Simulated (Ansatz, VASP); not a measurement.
# TiSi2 (Zhiqinite) in two plane-wave programs

Aim: how closely do two programs agree when they are given the same cell, functional and k mesh? The structure shown is the end of the Ansatz relaxation below.

Method: plane waves, with VASP 6.6.1 beside it; single point at LDA, in Ansatz 0.2.0.

**1. Set-up**

The structure is orthorhombic, space group Fddd (No. 70). The conventional cell has a = 4.824 Å, b = 8.312 Å, c = 8.564 Å, α = 90.00°, β = 90.00°, γ = 90.00°. Nearest to Si lie 5 Si at 2.54 to 2.80 Å and 5 Ti at 2.56 to 2.79 Å. Nearest to Ti lie 10 Si at 2.56 to 2.79 Å. Farther neighbours are not listed.

As a file:

```cif
data_structure
_symmetry_space_group_name_H-M 'P 1'
_symmetry_Int_Tables_number 1
_cell_length_a 5.9672
_cell_length_b 4.9145
_cell_length_c 4.8051
_cell_angle_alpha 75.739
_cell_angle_beta 52.959
_cell_angle_gamma 51.302
_cell_volume 85.84
loop_
_atom_site_label
_atom_site_type_symbol
_atom_site_fract_x
_atom_site_fract_y
_atom_site_fract_z
_atom_site_occupancy
Si1 Si 0.08587 0.41413 0.08587 1
Si2 Si 0.41413 0.08587 0.41413 1
Si3 Si 0.16413 0.83587 0.16413 1
Si4 Si 0.83587 0.16413 0.83587 1
Ti5 Ti 0.75000 0.75000 0.75000 1
Ti6 Ti 0.50000 0.50000 0.50000 1
```

**2. Ansatz: relaxation, LDA**

Ansatz runs on its PAW soft_1 files.

This run makes the geometry at which the two programs are then compared.

input.yaml reads:

```yaml
crystal:
  lattice:
    - [0.0, 4.150404246, 4.2890244432]
    - [2.4111211701, 0.0, 4.2890244432]
    - [2.4111211701, 4.150404246, 0.0]
  atoms:
    - { symbol: Si, position: [0.0858382504, 0.4141617496, 0.0858382504] }
    - { symbol: Si, position: [0.4141617496, 0.0858382504, 0.4141617496] }
    - { symbol: Si, position: [0.1641617496, 0.8358382504, 0.1641617496] }
    - { symbol: Si, position: [0.8358382504, 0.1641617496, 0.8358382504] }
    - { symbol: Ti, position: [0.75, 0.75, 0.75] }
    - { symbol: Ti, position: [0.5, 0.5, 0.5] }
kpoints:
  mp_grid: { grid: [12, 12, 12] }
hamiltonian:
  xc: lda
  pseudopotentials: { kind: paw, azcp: { folder: soft_1 }, xc_functional: pbe }
scf:
  occupations: { method: methfessel_paxton, width: 0.2 }
output:
  forces: true
  stress: true
  eigenvalues: true
relax:
  adjacent_minimum: "off"
  f_tol: 0.001
  max_steps: 60
  cell: { stress_tol: 0.01, fix: [volume] }
```

Command:

```sh
$ ansatz run input.yaml --threads 8 --pin off --max-ram 16384MiB --backend cpu --events-out ev --progress --plain --runs-dir out
```

Numbers of over 12 decimals in the logs are rounded to 6 here.

Output:

```text
Engine: ansatz 0.2.0, aarch64-unknown-linux-gnu
Pseudopotentials: kind: paw
Pseudopotential: Si, paw, valence charge 4, recommended cutoff 420 eV (normal), soft_1/Si.paw.azcp
Pseudopotential: Ti, paw, valence charge 12, recommended cutoff 420 eV (normal), soft_1/Ti.paw.azcp
Functional definition: SPW92
  exchange = slater_x
  correlation = pw_c
Crystal: 6 atoms, lattice volume = 85.842 Å³
Basis set: ecut = 420 eV, 1639 PW (Γ)
Bands: 26, of which v1, the nominal top of the filled ones, is band 20 counted from 1 (19 counted from 0)
Symmetry: 8 space group operations
Space group: Fddd (ITA 70), of the structure as read, at distance tolerance 4.4e-5 Å
k-points: 280 of 1728
Non-local potential: Si, projectors of the file, l = 0: 2, l = 1: 2, l = 2: 1
Non-local potential: Ti, projectors of the file, l = 0: 3, l = 1: 2, l = 2: 3, l = 3: 1
PAW form: soft (Blöchl's): semilocal exchange-correlation on the pseudo side does not see the compensation charge
PAW frozen core: Si, regenerated for the run's functional, and the local potential with it (the file was generated under x = pbe(κ = 0.804, μ = 0.219515), c = pbe(β = 0.066725))
PAW frozen core: Ti, regenerated for the run's functional, and the local potential with it (the file was generated under x = pbe(κ = 0.804, μ = 0.219515), c = pbe(β = 0.066725))
PAW one-centre angular grid: Si, 110 points (default); XC on 64 Gauss nodes
PAW one-centre angular grid: Ti, 590 points (default); XC on 64 Gauss nodes
Initial density: superposition of atomic densities (chi_scale 0.1, normalization cell, long waves kept (reshape's long-wave potential 0.00 eV rms))
Initial wavefunctions: pseudopotential atomic-orbital guess
Functional: x = slater, c = lda
SCF iter   1: F=—  HF=-7339.772995 eV  |F-HF|=—  |Δ(HF+E_count)|=         —  Δρ=3.60e-2  dr2=2.17e0  ethr=3.10e-3  ⟨swp⟩=5.9  Hψ=32680  notcnv=0
preconditioner: auto → Kerker (q_TF=auto, 2.402 Å⁻¹)  [metal: Δε(μ)=0.003 eV  Ē_g=6.107 eV  σ=0.200 eV  W_gap=0.01  n_scr=16 (ndim 8)  ℏωp=19.6 eV  f_vac=0.000  D(μ)=2.14/eV (n_scr^D=16)]
SCF iter   2: F=—  HF=-7339.348481 eV  |F-HF|=—  |Δ(HF+E_count)|=   4.25e-1  S|Δr|=    0.00e0  Δρ=2.19e-2  dr2=7.07e-1  ethr=3.10e-3  ⟨swp⟩=1.4  Hψ=9690  notcnv=0  defer=24
SCF iter   3: F=—  HF=-7339.112282 eV  |F-HF|=—  |Δ(HF+E_count)|=   2.36e-1  S|Δr|=    0.00e0  Δρ=3.02e-3  dr2=9.16e-3  ethr=1.77e-3  ⟨swp⟩=2.1  Hψ=11883  notcnv=0  defer=26
SCF iter   4: F=—  HF=-7339.109665 eV  |F-HF|=—  |Δ(HF+E_count)|=   2.62e-3  S|Δr|=    0.00e0  Δρ=8.71e-4  dr2=5.41e-4  ethr=2.29e-5  ⟨swp⟩=2.2  Hψ=11079  notcnv=0  defer=53
SCF iter   5: F=—  HF=-7339.109563 eV  |F-HF|=—  |Δ(HF+E_count)|=   1.02e-4  S|Δr|=    0.00e0  Δρ=1.70e-4  dr2=2.45e-5  ethr=1.35e-6  ⟨swp⟩=2.0  Hψ=8589  notcnv=0  defer=54
SCF iter   6: F=—  HF=-7339.109559 eV  |F-HF|=—  |Δ(HF+E_count)|=   4.47e-6  S|Δr|=    0.00e0  Δρ=2.84e-5  dr2=5.49e-7  ethr=6.12e-8  ⟨swp⟩=2.3  Hψ=10261  notcnv=0  defer=214
SCF iter   7: F=-7339.109559 eV  HF=-7339.109559 eV  |F-HF|=1.85e-8  |Δ(HF+E_count)|=   1.39e-7  S|Δr|=    0.00e0  Δρ=6.02e-6  dr2=2.70e-8  ethr=2.50e-10  ⟨swp⟩=8.8  Hψ=32097  notcnv=0
SCF 1 converged in 7 iterations: F = -7339.109559 eV  dr2 = 2.70e-8
  greatest PAW one-centre occupation: 0.998 electrons in one spin orbital (limit 2), on the Ti atom at site 5 (counted from 0), in its partial waves of l = 0
relax step   1: F+E_penalty+E_count = -7339.10955882 eV  Δ(F+E_penalty+E_count) = +0.000e0 eV  max|allowed force component| = 4.271e-3 eV/Å  Δτ_max = 0.0000 Å  P = -8.148 GPa  Ω = 85.842 Å³  fix = [volume]  reactions: volume -8.148 GPa  (7 SCF iters, dr2 threshold 1.00e-7 eV, accepted)
[...]
relax step   3: F+E_penalty+E_count = -7339.10994926 eV  Δ(F+E_penalty+E_count) = -2.000e-5 eV  max|allowed force component| = 1.036e-3 eV/Å  Δτ_max = 0.0001 Å  P = -8.071 GPa  Ω = 85.842 Å³  energy of the carried Pulay correction = -6.320e-18 eV  fix = [volume]  reactions: volume -8.071 GPa  (4 SCF iters, dr2 threshold 3.62e-8 eV, accepted)
[...]
relax step   4: F+E_penalty+E_count = -7339.10994973 eV  Δ(F+E_penalty+E_count) = -4.617e-7 eV  max|allowed force component| = 4.268e-4 eV/Å  Δτ_max = 0.0003 Å  P = -8.071 GPa  Ω = 85.842 Å³  energy of the carried Pulay correction = +3.160e-18 eV  fix = [volume]  reactions: volume -8.071 GPa  (4 SCF iters, dr2 threshold 7.42e-10 eV, accepted)
[...]
relax step   5: F+E_penalty+E_count = -7339.10995005 eV  Δ(F+E_penalty+E_count) = -3.284e-7 eV  max|allowed force component| = 6.920e-6 eV/Å  Δτ_max = 0.0001 Å  P = -8.072 GPa  Ω = 85.842 Å³  energy of the carried Pulay correction = -7.900e-18 eV  fix = [volume]  reactions: volume -8.072 GPa  (4 SCF iters, dr2 threshold 3.62e-10 eV, accepted)
[...]
relax step   6: F+E_penalty+E_count = -7339.10994705 eV  Δ(F+E_penalty+E_count) = +3.007e-6 eV  max|allowed force component| = 2.929e-6 eV/Å  Δτ_max = 0.0000 Å  P = -8.072 GPa  Ω = 85.842 Å³  fix = [volume]  reactions: volume -8.072 GPa  stress off target by 2.17e-3 GPa on what of the cell is left free  SCF on the basis re-selected at this cell (its energy is not comparable with the rows above)  (4 SCF iters)
basis re-selected at this cell: Δ(F+E_penalty+E_count) = +3.007e-6 eV, ΔP = -0.000 GPa vs the last step (what re-selecting the basis moved, of the pressure what is left beyond the Pulay correction that the steps carried, after the strain that the cell walked since its last selection, with what the two solves' SCF thresholds leave and, on support functions, any second-order correction that the steps lacked; it is no m [...]
SCF converged after 4 iterations
Stability not checked: this state was not tested for a lower state beside it, because cold or Methfessel-Paxton smearing, or corrected tetrahedra, fill the levels in a way that the test cannot read (fill_not_monotonic; see scf.lower_state_search)
Free energy (F): -7339.109947 eV
Harris-Foulkes:  -7339.109947 eV  (|F-HF|=1.82e-12)
Internal energy: -7339.109081 eV  (E = F + TS)
E sigma→0 (E₀):  -7339.109731 eV
Entropy (-TS):   -0.000866 eV (-0.144 meV/atom)
Fermi energy:    11.986670 eV
--- Per-component energies (eV) ---
  E_band       = -232.719326
  E_kinetic    = 732.296639
  E_local      = -2174.152487  (includes V_loc(G=0)·N_el)
  E_nonlocal   = 223.363524
  E_hartree    = 916.297719
  E_xc         = -460.414511
  E_vxc        = -490.355795  (∫ρ·V_xc dr)
  E_paw        = -3926.670658  (= ΣΔE_a)
  E_vpaw       = -356.466618  (= ΣTr[D̂ρ^β])
  E_aug_tail   = -0.000033  (compensation charges beyond the density's cutoff)
  E_ewald      = -2650.818499
  E_core_change = 0.989225  (= ΣΔE_core)
  E_smearing   = -0.000866  (= −TS)
  E_closure    = -0.000000  (closes the sum)
  Σ components = -7339.109947   (vs F -7339.109947, Δ=0.00e0)
--- Forces (eV/Å), atoms counted from 1 ---
  atom   1  Si     0.00000000     0.00000293     0.00000000
  atom   2  Si     0.00000000    -0.00000293    -0.00000000
  atom   3  Si     0.00000000    -0.00000293     0.00000000
  atom   4  Si     0.00000000     0.00000293    -0.00000000
  atom   5  Ti     0.00000000     0.00000000     0.00000000
  atom   6  Ti    -0.00000000     0.00000000     0.00000000
  max |Σ_I F_I| component: 1.39e-17 eV/Å
--- Stress (GPa, compression-positive) ---
       -8.069442       0.000000       0.000000
        0.000000      -8.072866       0.000000
        0.000000       0.000000      -8.072530
  P = ⅓ Tr σ = -8.0716 GPa (-80.716 kbar)
--- Band table (eV; the first three rows and the last of 280) ---
  k-point 0: bands = [... 16 lower, 9.8210, 10.0082, 10.2853, 10.6492, 11.0928, 13.9698, 15.0086, 15.1401, ... 2 higher]
  k-point 1: bands = [... 16 lower, 9.6778, 9.9737, 10.5879, 10.6685, 11.0763, 13.9029, 14.9741, 15.0434, ... 2 higher]
  k-point 2: bands = [... 16 lower, 9.9796, 10.0855, 10.7700, 10.9083, 11.1565, 13.7010, 14.7547, 14.8401, ... 2 higher]
  k-point 279: bands = [... 16 lower, 10.4622, 10.4622, 11.0504, 11.0504, 12.7797, 12.7797, 15.1195, 15.1195, ... 2 higher]
--- Relaxed structure (5 steps of the walk, 5 accepted, 1 SCFs on fresh bases) ---
  F+E_penalty+E_count = -7339.10994705 eV   max|allowed force component| = 2.929e-6 eV/Å   (the final SCF, on the basis selected at the relaxed cell)
  cell:  # Å, volume = 85.8416 Å³
    - [0.0, 4.155982, 4.281923]
    - [2.411878, 0.0, 4.281923]
    - [2.411878, 4.155982, 0.0]
  atoms:
    - { symbol: Si, position: [0.085868, 0.414132, 0.085868] }
    - { symbol: Si, position: [0.414132, 0.085868, 0.414132] }
    - { symbol: Si, position: [0.164132, 0.835868, 0.164132] }
    - { symbol: Si, position: [0.835868, 0.164132, 0.835868] }
    - { symbol: Ti, position: [0.750000, 0.750000, 0.750000] }
    - { symbol: Ti, position: [0.5, 0.5, 0.5] }
```

The column dr2 measures how far the density is from self-consistency, as an energy; F and HF (Harris–Foulkes) agree once it is small.

**3. VASP: single point, LDA**

The same cell, functional (in two slightly different forms), mesh and smearing now go to VASP, with its own data sets.

Lines of VASP's logs that name or quote its potential files are left out, and so is its time.

INCAR reads:

```
SYSTEM = TiSi2
PREC = Accurate
ENCUT = 500
EDIFF = 1E-06
NELM = 120
ISMEAR = 1
SIGMA = 0.2
LREAL = .FALSE.
ALGO = Normal
GGA = PW92
NBANDS = 26
LASPH = .TRUE.
LORBIT = 11
LWAVE = .FALSE.
LCHARG = .FALSE.
ISIF = 2
GGA_COMPAT = .FALSE.
KPAR = 2
```

POSCAR reads:

```
TiSi2
1.0
    0.0000000000      4.1559822847      4.2819233599
    2.4118782370      0.0000000000      4.2819233599
    2.4118782370      4.1559822847      0.0000000000
Si Ti
4 2
Direct
    0.0858681710      0.4141318290      0.0858681710
    0.4141318290      0.0858681710      0.4141318290
    0.1641318290      0.8358681710      0.1641318290
    0.8358681710      0.1641318290      0.8358681710
    0.7500000000      0.7500000000      0.7500000000
    0.5000000000      0.5000000000      0.5000000000
```

KPOINTS reads:

```
Automatic mesh
0
Gamma
12 12 12
0 0 0
```

PAW data sets: Si and Ti_sv (LDA family, release 64).

Command:

```sh
$ mpirun -np 2 vasp_std
```

Output:

```text
[banner, memory and clock lines left out]
running    2 mpi-ranks, on    1 nodes
 distrk:  each k-point on    1 cores,    2 groups
 distr:  one band on    1 cores,    1 groups

 POSCAR found type information on POSCAR SiTi
 POSCAR found :  2 types and       6 ions
|                                                                             |
|               ----> ADVICE to this user running VASP <----                  |
|                                                                             |
|     You enforced a specific xc type in the INCAR file but a different       |
|     [... a line on the potential file left out ...]
|     I HOPE YOU KNOW WHAT YOU ARE DOING!                                     |
|                                                                             |

 LDA part: xc-table for (Slater(with rela. corr.)+PW92), standard interpolation
 POSCAR, INCAR and KPOINTS ok, starting setup
 FFT: planning ... GRIDC
 FFT: planning ... GRID_SOFT
 FFT: planning ... GRID
 WAVECAR not read
 entering main loop
       N       E                     dE             d eps       ncg     rms          rms(c)
DAV:   1     0.374187384836E+03    0.37419E+03   -0.18765E+04 14560   0.158E+03
DAV:   2    -0.879845364091E+00   -0.37507E+03   -0.36886E+03 14588   0.454E+02
DAV:   3    -0.450061657569E+02   -0.44126E+02   -0.43346E+02 25416   0.128E+02
DAV:   4    -0.482301788264E+02   -0.32240E+01   -0.32131E+01 20320   0.319E+01
DAV:   5    -0.484386799730E+02   -0.20850E+00   -0.20846E+00 22754   0.691E+00    0.178E+01
DAV:   6    -0.455806065723E+02    0.28581E+01   -0.41541E+01 21054   0.449E+01    0.707E+00
DAV:   7    -0.448815829609E+02    0.69902E+00   -0.90065E+00 20024   0.214E+01    0.491E+00
DAV:   8    -0.447992072747E+02    0.82376E-01   -0.91719E-01 20074   0.713E+00    0.109E+00
DAV:   9    -0.447873548030E+02    0.11852E-01   -0.14731E-01 20882   0.314E+00    0.477E-01
DAV:  10    -0.447879361545E+02   -0.58135E-03   -0.46400E-03 19282   0.591E-01    0.185E-01
DAV:  11    -0.447878841692E+02    0.51985E-04   -0.35779E-03 23262   0.433E-01    0.118E-01
DAV:  12    -0.447878147137E+02    0.69455E-04   -0.92695E-04 21316   0.226E-01    0.145E-02
DAV:  13    -0.447878131025E+02    0.16112E-05   -0.42896E-05 20214   0.576E-02    0.139E-02
DAV:  14    -0.447878125601E+02    0.54247E-06   -0.37620E-06 18804   0.165E-02
   1 F= -.44787813E+02 E0= -.44787525E+02  d E =-.862767E-03
```

From OUTCAR (step 3):

```text
ion  position               nearest neighbor table
   1  0.086  0.414  0.086-   3 2.54   3 2.54   6 2.56   6 2.56   2 2.73   5 2.77   5 2.77   5 2.79
                             2 2.80   2 2.80
   2  0.414  0.086  0.414-   4 2.54   4 2.54   6 2.56   6 2.56   1 2.73   5 2.77   5 2.77   5 2.79
                             1 2.80   1 2.80
   3  0.164  0.836  0.164-   1 2.54   1 2.54   5 2.56   5 2.56   4 2.73   6 2.77   6 2.77   6 2.79
                             4 2.80   4 2.80
   4  0.836  0.164  0.836-   2 2.54   2 2.54   5 2.56   5 2.56   3 2.73   6 2.77   6 2.77   6 2.79
                             3 2.80   3 2.80
   5  0.750  0.750  0.750-   4 2.56   3 2.56   4 2.56   3 2.56   2 2.77   2 2.77   1 2.77   1 2.77
                             1 2.79   2 2.79
   6  0.500  0.500  0.500-   1 2.56   2 2.56   1 2.56   2 2.56   3 2.77   3 2.77   4 2.77   4 2.77
                             3 2.79   4 2.79

  LATTYP: Found a face centered orthorhombic cell.
 ALAT       =     4.8237564740
 B/A-ratio  =     1.7231310524
 C/A-ratio  =     1.7753480645

 Subroutine GETGRP returns: Found  8 space group operations
 (whereof  4 operations were pure point group operations)

The static configuration has the point symmetry D_2 .
 The point group associated with its full space group is D_2h.

 Found    280 irreducible k-points:

   k-points           NKPTS =    280   k-points in BZ     NKDIM =    280   number of bands    NBANDS=     26

   dimension x,y,z NGX =    48 NGY =   36 NGZ =   36
   dimension x,y,z NGXF=    96 NGYF=   72 NGZF=   72

   ENCUT  =  500.0 eV  36.75 Ry    6.06 a.u.  10.88  8.96  8.76*2*pi/ulx,y,z

   NELECT =      40.0000    total number of electrons

 k-points in reciprocal lattice and weights: Automatic mesh
   0.00000000  0.00000000  0.00000000       0.001
   0.08333333 -0.00000000 -0.00000000       0.005
   0.16666667  0.00000000  0.00000000       0.005
   0.25000000  0.00000000  0.00000000       0.005
   0.33333333  0.00000000  0.00000000       0.005
   0.41666667  0.00000000 -0.00000000       0.005
   0.50000000  0.00000000  0.00000000       0.002
   0.08333333  0.08333333  0.00000000       0.001
   0.16666667  0.08333333  0.00000000       0.005
[...]
-0.08333333  0.41666667  0.50000000       0.001
   0.00000000  0.50000000  0.50000000       0.001

 average (electrostatic) potential at core
       1 -80.9898       2 -80.9898       3 -80.9898       4 -80.9898       5 -70.4478
       6 -70.4478

 E-fermi :   9.7810

 k-point     1 :       0.0000    0.0000    0.0000
  band No.  band energies     occupation
    ...
     17       7.6182      2.00000
     18       7.8087      2.00000
     19       8.0866      2.00000
     20       8.4507      2.00000
     21       8.8897      2.00000
     22      11.7584     -0.00000
     23      12.7985     -0.00000
     24      12.9373     -0.00000
     25      13.0963     -0.00000
     26      13.4445     -0.00000

 k-point     2 :       0.0833   -0.0000   -0.0000
  band No.  band energies     occupation
    ...
     17       7.4802      2.00000
     18       7.7739      2.00000
     19       8.3868      2.00000
     20       8.4694      2.00000
     21       8.8732      2.00000
     22      11.6917     -0.00000
     23      12.7650     -0.00000
     24      12.8356     -0.00000
     25      13.0733     -0.00000
     26      13.1494     -0.00000

 k-point     3 :       0.1667    0.0000    0.0000
  band No.  band energies     occupation
    ...
     17       7.7804      2.00000
     18       7.8846      2.00000
     19       8.5697      2.00000
     20       8.7055      2.00000
     21       8.9531      2.00000
     22      11.4907     -0.00000
     23      12.5468     -0.00000
     24      12.6305     -0.00000
     25      12.8014     -0.00000
     26      12.9386     -0.00000

  Total       -4.2726244     -4.2838501     -4.2507869      0.0000000      0.0000000      0.0000000
  in kB      -79.7457134    -79.9552327    -79.3381311      0.0000000      0.0000000      0.0000000
  external PRESSURE =     -79.6796924 kB  Pullay stress =       0.0000000 kB

  energy-cutoff  :      500.00
  volume of cell :       85.84
      direct lattice vectors                 reciprocal lattice vectors
     0.000000000  4.155982285  4.281923360    -0.207307314  0.120308501  0.116769955
     2.411878237  0.000000000  4.281923360     0.207307314 -0.120308501  0.116769955
     2.411878237  4.155982285  0.000000000     0.207307314  0.120308501 -0.116769955

 POSITION                                       TOTAL-FORCE (eV/Angst)
 -----------------------------------------------------------------------------------
      1.20594      0.71373      2.14096         0.000000      0.000485      0.000000
      1.20594      3.44225      2.14096         0.000000     -0.000485      0.000000
      2.41188      1.36426      4.28192        -0.000000     -0.000485     -0.000000
      2.41188      6.94771      4.28192        -0.000000      0.000485     -0.000000
      3.61782      6.23397      6.42289        -0.000000     -0.000000     -0.000000
      2.41188      4.15598      4.28192         0.000000     -0.000000      0.000000
 -----------------------------------------------------------------------------------
    total drift:                               -0.000000     -0.000000     -0.000000

  FREE ENERGIE OF THE ION-ELECTRON SYSTEM (eV)
  ---------------------------------------------------
  free  energy   TOTEN  =       -44.7878125601 eV

  energy  without entropy=      -44.7869497932  energy(sigma->0) =      -44.78752497

 total charge
# of ion       s       p       d       tot
------------------------------------------
    1        0.780   0.857   0.000   1.637
    2        0.780   0.857   0.000   1.637
    3        0.780   0.857   0.000   1.637
    4        0.780   0.857   0.000   1.637
    5        2.172   6.158   2.077  10.407
    6        2.172   6.158   2.077  10.407
--------------------------------------------------
tot          7.463  15.744   4.153  27.360

[... 3 further parts left out ...]
```

The run ends at a pressure of -7.97 GPa, with forces up to 4.9e-4 eV/Å.

**4. Side by side**

Known differences besides the potentials themselves: the cutoff is 420 eV in Ansatz and 500 eV in VASP; VASP's log shows a relativistic correction to its local exchange, Ansatz's none; Ansatz's pressure holds a Pulay correction, VASP's none. Total energies have different zeros and are not compared.

The two programs side by side:

```
      quantity  Ansatz   VASP  difference
pressure (GPa)   -8.07  -7.97       -0.10
```

**5. Summary of results**

```yaml
difference_in_pressure_single_point_lda: -0.10 GPa
```

The difference in pressure is -0.10 GPa (single point, LDA), within the 1 GPa picked in this series as the mark of a large difference. Such differences can come from data sets, numerical settings and the points named under the comparisons, not from the functional's error against experiment.

[Lines on the potential files, build, host, timing and source positions are cut from VASP's logs without a mark.]

[Logs are printed without paths, hosts, clocks, repeated set-up lines and the standing remarks that a program may print on its own settings, such as how far it seeks lower states.]

[Hosts, paths, dates, database ids (printed as entryN), source tags and the programs' standing remarks are cut or masked in the printed files.]
